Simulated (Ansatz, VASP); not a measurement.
# Si2W: VASP beside Ansatz, part 2 of 2

One calculation is typed for both programs; each brings its own data sets. How far apart do they land? The cell is taken from a series of runs on this material, whose earlier steps may have relaxed, scaled, displaced or heated it; both programs get it as it stands.

VASP 6.6.1 and Ansatz 0.2.0.

So far: Starting point; Ansatz: relaxation of cell and atoms, PBEsol, spin-orbit coupling.

## 3. VASP: relaxation of cell and atoms, PBEsol, spin-orbit coupling

Level of this step: PBEsol, spin-orbit coupling; plane waves and PAW (Si, W) (VASP).

The same cell, functional, mesh and smearing now go to VASP, with its own data sets.

Lines of VASP's logs that name or quote its potential files are left out, and so is its time.

File INCAR:

```
SYSTEM = Si2W
PREC = Accurate
ENCUT = 600
EDIFF = 1E-07
NELM = 200
ISMEAR = 0
SIGMA = 0.1
LREAL = .FALSE.
ALGO = Normal
GGA = PS
LNONCOLLINEAR = .TRUE.
MAGMOM = 0 0 0 0 0 0 0 0 0
NBANDS = 26
GGA_COMPAT = .FALSE.
LASPH = .TRUE.
LSORBIT = .TRUE.
LMAXMIX = 4
LORBIT = 11
LWAVE = .FALSE.
LCHARG = .FALSE.
ISIF = 3
IBRION = 2
NSW = 80
EDIFFG = -0.005
NELMIN = 4
KPAR = 2
```

File POSCAR:

```
Si2W
1.0
   -1.6069000000      1.6069000000      3.9149500000
    1.6069000000     -1.6069000000      3.9149500000
    1.6069000000      1.6069000000     -3.9149500000
Si W
2 1
Direct
    0.3347000600      0.3347000600      0.0000000000
    0.6652999400      0.6652999400      0.0000000000
    0.0000000000      0.0000000000      0.0000000000
```

File KPOINTS:

```
Automatic mesh
0
Gamma
16 16 16
0 0 0
```

The projector-augmented-wave data sets are Si and W (PBE family, release 64).

Started as:

```console
mpirun -np 2 vasp_ncl
```

Numbers of over 12 decimals in the logs are rounded to 6 here.

What it wrote:

```text
[banner, memory and clock lines left out]
running    2 mpi-ranks, on    1 nodes
 distrk:  each k-point on    1 cores,    2 groups
 distr:  one band on    1 cores,    1 groups

 POSCAR found type information on POSCAR SiW
 POSCAR found :  2 types and       3 ions
|                                                                             |
|               ----> ADVICE to this user running VASP <----                  |
|                                                                             |
|     You enforced a specific xc type in the INCAR file but a different       |
|     [... a line on the potential file left out ...]
|     I HOPE YOU KNOW WHAT YOU ARE DOING!                                     |
|                                                                             |

 LDA part: xc-table for (Slater+PW92), standard interpolation
 POSCAR, INCAR and KPOINTS ok, starting setup
 FFT: planning ... GRIDC
 FFT: planning ... GRID_SOFT
 FFT: planning ... GRID
 WAVECAR not read
 entering main loop
       N       E                     dE             d eps       ncg     rms          rms(c)
DAV:   1     0.374542412347E+02    0.37454E+02   -0.64051E+03 18180   0.106E+03
DAV:   2    -0.241074014750E+02   -0.61562E+02   -0.56848E+02 21424   0.219E+02
DAV:   3    -0.276981070538E+02   -0.35907E+01   -0.34367E+01 25016   0.422E+01
DAV:   4    -0.277682383484E+02   -0.70131E-01   -0.69785E-01 23082   0.628E+00
DAV:   5    -0.277693866346E+02   -0.11483E-02   -0.11473E-02 24498   0.754E-01    0.263E+01
DAV:   6    -0.270319655538E+02    0.73742E+00   -0.18299E+00 25866   0.917E+00    0.109E+01
DAV:   7    -0.269137474495E+02    0.11822E+00   -0.22215E-01 20954   0.347E+00    0.597E+00
DAV:   8    -0.268885960259E+02    0.25151E-01   -0.33232E-02 23038   0.128E+00    0.130E+00
DAV:   9    -0.268880685898E+02    0.52744E-03   -0.20754E-03 24596   0.342E-01    0.361E-01
DAV:  10    -0.268878914349E+02    0.17715E-03   -0.53551E-04 21576   0.161E-01    0.188E-01
DAV:  11    -0.268878975122E+02   -0.60773E-05   -0.95881E-05 21652   0.669E-02    0.362E-02
DAV:  12    -0.268878910836E+02    0.64286E-05   -0.86403E-06 20800   0.203E-02    0.108E-02
DAV:  13    -0.268878911713E+02   -0.87716E-07   -0.93222E-07 23132   0.655E-03
   1 F= -.26887891E+02 E0= -.26887247E+02  d E =-.268879E+02  mag=     0.0000    -0.0000     0.0000
[...]
2 F= -.26880954E+02 E0= -.26880343E+02  d E =0.693731E-02  mag=    -0.0000     0.0000     0.0000
[...]
3 F= -.26890787E+02 E0= -.26890156E+02  d E =-.289615E-02  mag=     0.0000    -0.0000     0.0000
[...]
4 F= -.26890890E+02 E0= -.26890272E+02  d E =-.103008E-03  mag=    -0.0000     0.0000    -0.0000
[...]
5 F= -.26890896E+02 E0= -.26890275E+02  d E =-.108358E-03  mag=     0.0000    -0.0000     0.0000
 curvature:  -0.36 expect dE=-0.754E-05 dE for cont linesearch -0.141E-09
 trial: gam= 0.06643 g(F)=  0.108E-04 g(S)=  0.993E-05 ort = 0.346E-06 (trialstep = 0.839E+00)
 search vector abs. value=  0.221E-04
 bond charge predicted
       N       E                     dE             d eps       ncg     rms          rms(c)
DAV:   1    -0.268909061400E+02   -0.10466E-04   -0.32799E-04 19084   0.118E-01    0.989E-03
DAV:   2    -0.268909046866E+02    0.14534E-05   -0.13310E-05 22464   0.329E-02    0.823E-03
DAV:   3    -0.268909041550E+02    0.53160E-06   -0.57117E-07 23026   0.624E-03    0.446E-03
DAV:   4    -0.268909040029E+02    0.15215E-06   -0.30063E-07 22066   0.381E-03    0.958E-04
DAV:   5    -0.268909040077E+02   -0.48040E-08   -0.39898E-08 10062   0.150E-03
   6 F= -.26890904E+02 E0= -.26890285E+02  d E =-.832558E-05  mag=     0.0000    -0.0000     0.0000
 trial-energy change:   -0.000008  1 .order   -0.000008   -0.000017    0.000001
 step:   0.8046(harm=  0.8046)  dis= 0.00051  next Energy=   -26.890904 (dE=-0.834E-05)
 reached required accuracy - stopping structural energy minimisation
```

Parts of OUTCAR (step 3):

```text
ion  position               nearest neighbor table
   1  0.335  0.335  0.000-   2 2.59   3 2.62   3 2.62   3 2.62   3 2.62   3 2.62   2 2.63   2 2.63
                             2 2.63   2 2.63
   2  0.665  0.665  0.000-   1 2.59   3 2.62   3 2.62   3 2.62   3 2.62   3 2.62   1 2.63   1 2.63
                             1 2.63   1 2.63
   3  0.000  0.000  0.000-   2 2.62   1 2.62   2 2.62   1 2.62   2 2.62   1 2.62   1 2.62   2 2.62
                             1 2.62   2 2.62

  LATTYP: Found a body centered tetragonal cell.
 ALAT       =     3.2138000000
 C/A-ratio  =     2.4363370465

 Subroutine GETGRP returns: Found 16 space group operations
 (whereof 16 operations were pure point group operations)

The static configuration has the point symmetry D_4h.

 Found    349 irreducible k-points:

   k-points           NKPTS =    349   k-points in BZ     NKDIM =    349   number of bands    NBANDS=     26

   dimension x,y,z NGX =    36 NGY =   36 NGZ =   36
   dimension x,y,z NGXF=    72 NGYF=   72 NGZF=   72

   ENCUT  =  600.0 eV  44.10 Ry    6.64 a.u.   9.04  9.04  9.04*2*pi/ulx,y,z

   NELECT =      14.0000    total number of electrons

 k-points in reciprocal lattice and weights: Automatic mesh
   0.00000000  0.00000000  0.00000000       0.000
   0.06250000  0.00000000  0.00000000       0.002
   0.12500000  0.00000000  0.00000000       0.002
   0.18750000  0.00000000  0.00000000       0.002
   0.25000000  0.00000000  0.00000000       0.002
   0.31250000  0.00000000  0.00000000       0.002
   0.37500000  0.00000000  0.00000000       0.002
   0.43750000  0.00000000 -0.00000000       0.002
   0.50000000  0.00000000  0.00000000       0.001
[...]
-0.43750000 -0.43750000  0.43750000       0.000
   0.50000000  0.50000000  0.50000000       0.000

 average (electrostatic) potential at core
       1 -78.9539       2 -78.9539       3 -34.4619

 E-fermi :  10.5793

 k-point     1 :       0.0000    0.0000    0.0000
  band No.  band energies     occupation
    ...
      8       7.1344      1.00000
      9       7.6325      1.00000
     10       7.6325      1.00000
     11       7.7907      1.00000
     12       7.7907      1.00000
     13      11.2051      0.00000
     14      11.2051      0.00000
     15      13.1598      0.00000
     16      13.1598      0.00000
     17      13.4807      0.00000
    ...

 k-point     2 :       0.0625    0.0000    0.0000
  band No.  band energies     occupation
    ...
      8       7.1394      1.00000
      9       7.7159      1.00000
     10       7.7159      1.00000
     11       7.8557      1.00000
     12       7.8557      1.00000
     13      10.8874      0.00001
     14      10.8874      0.00001
     15      13.0361      0.00000
     16      13.0361      0.00000
     17      13.5392      0.00000
    ...

 k-point     3 :       0.1250    0.0000    0.0000
  band No.  band energies     occupation
    ...
     10       7.8721      1.00000
     11       7.9891      1.00000
     12       7.9891      1.00000
     13      10.2623      1.00000
     14      10.2623      1.00000
     15      12.5456      0.00000
     16      12.5456      0.00000
     17      13.1096      0.00000
     18      13.1096      0.00000
     19      14.2751      0.00000
    ...

  Total       -0.0007719     -0.0007719      0.0008829      0.0000000      0.0000000      0.0000000
  in kB       -0.0308916     -0.0308916      0.0353350      0.0000000      0.0000000      0.0000000
  external PRESSURE =      -0.0088161 kB  Pullay stress =       0.0000000 kB

  energy-cutoff  :      600.00
  volume of cell :       40.03
      direct lattice vectors                 reciprocal lattice vectors
    -1.600652723  1.600652723  3.906246013     0.000000000  0.312372567  0.128000131
     1.600652723 -1.600652723  3.906246013     0.312372567  0.000000000  0.128000131
     1.600652723  1.600652723 -3.906246013     0.312372567  0.312372567  0.000000000

 POSITION                                       TOTAL-FORCE (eV/Angst)
 -----------------------------------------------------------------------------------
      0.00000      0.00000      2.61266        -0.000000     -0.000000      0.000394
      1.60065      1.60065      1.29359         0.000000      0.000000     -0.000394
      0.00000      0.00000      7.81249         0.000000      0.000000      0.000000
 -----------------------------------------------------------------------------------
    total drift:                                0.000000      0.000000      0.000000

  FREE ENERGIE OF THE ION-ELECTRON SYSTEM (eV)
  ---------------------------------------------------
  free  energy   TOTEN  =       -26.8909040077 eV

  energy  without entropy=      -26.8896663827  energy(sigma->0) =      -26.89028520

 reached required accuracy - stopping structural energy minimisation

 Spin-Orbit-Coupling matrix elements
 Ion:    1  E_soc:     -0.0010917
 Ion:    2  E_soc:     -0.0010917
 Ion:    3  E_soc:     -0.3337780

 total charge
# of ion       s       p       d       tot
------------------------------------------
    1        0.737   0.896   0.000   1.632
    2        0.737   0.896   0.000   1.632
    3        0.562   0.691   4.524   5.777
--------------------------------------------------
tot          2.035   2.482   4.524   9.042

 magnetization (x)
# of ion       s       p       d       tot
------------------------------------------
    1        0.000   0.000   0.000   0.000
    2        0.000   0.000   0.000   0.000
    3        0.000  -0.000  -0.000  -0.000
--------------------------------------------------
tot          0.000   0.000  -0.000   0.000

 magnetization (y)
# of ion       s       p       d       tot
------------------------------------------
    1        0.000  -0.000   0.000  -0.000
    2        0.000  -0.000   0.000  -0.000
    3        0.000   0.000   0.000   0.000
--------------------------------------------------
tot          0.000  -0.000   0.000  -0.000

 magnetization (z)
# of ion       s       p       d       tot
------------------------------------------
    1        0.000   0.000   0.000   0.000
    2        0.000   0.000   0.000   0.000
    3       -0.000  -0.000   0.000  -0.000
--------------------------------------------------
tot         -0.000  -0.000   0.000  -0.000

[... 3 further parts left out ...]
```

CONTCAR:

```
Si2W
   1.00000000000000
    -1.6006527231983521    1.6006527231983521    3.9062460132524461
     1.6006527231983521   -1.6006527231983521    3.9062460132524461
     1.6006527231983521    1.6006527231983521   -3.9062460132524461
  Si              W
     2     1
Direct
     0.3344208948131672    0.3344208948131672    0.0000000000000000
     0.6655791051868327    0.6655791051868327    1.0000000000000000
     1.0000000000000000    1.0000000000000000    0.0000000000000000
```

The run keeps the 16 symmetry operations of its start, so it cannot find a distortion of lower symmetry.

## 4. Differences

Known differences besides the potentials themselves: spin-orbit coupling enters by fully relativistic files in Ansatz and inside the spheres in VASP; the data sets hold 22 valence electrons in Ansatz (on its fully relativistic PAW (standard-fr) files) and 14 in VASP; the cutoff is 420 eV in Ansatz and 600 eV in VASP; Ansatz makes its cores anew for this functional, VASP keeps those of its PBE data sets; Ansatz adds a Pulay correction to the stress that steers its cell, VASP none. Total energies have different zeros and are not compared.

Compared:

```
                                         quantity  Ansatz   VASP  difference
                                      volume (Å³)   40.06  40.03     +0.07 %
edge a after relaxation, in the typed setting (Å)   4.516  4.515     +0.02 %
```

## 5. Summary of results

```yaml
difference_in_volume_relaxation_of_cell_and_atoms_pbesol_spin_orbit_coupling: 0.074 %
```

**Reading.** The difference in volume is 0.074 % (relaxation of cell and atoms, PBEsol, spin-orbit coupling), within the 1.2 % picked in this series as the mark of a large difference, as far as the stopping tolerances let one tell. The data sets hold unlike numbers of valence electrons (22 in Ansatz and 14 in VASP), so part of the differences comes from the potentials. Such differences can come from data sets, numerical settings and the points named under the comparisons, not from the functional's error against experiment.

[Lines on the potential files, build, host, timing and source positions are cut from VASP's logs without a mark.]

[Logs are printed without paths, hosts, clocks, repeated set-up lines and the standing remarks that a program may print on its own settings, such as how far it seeks lower states.]

[Hosts, paths, dates, database ids (printed as entryN), source tags and the programs' standing remarks are cut or masked in the printed files.]
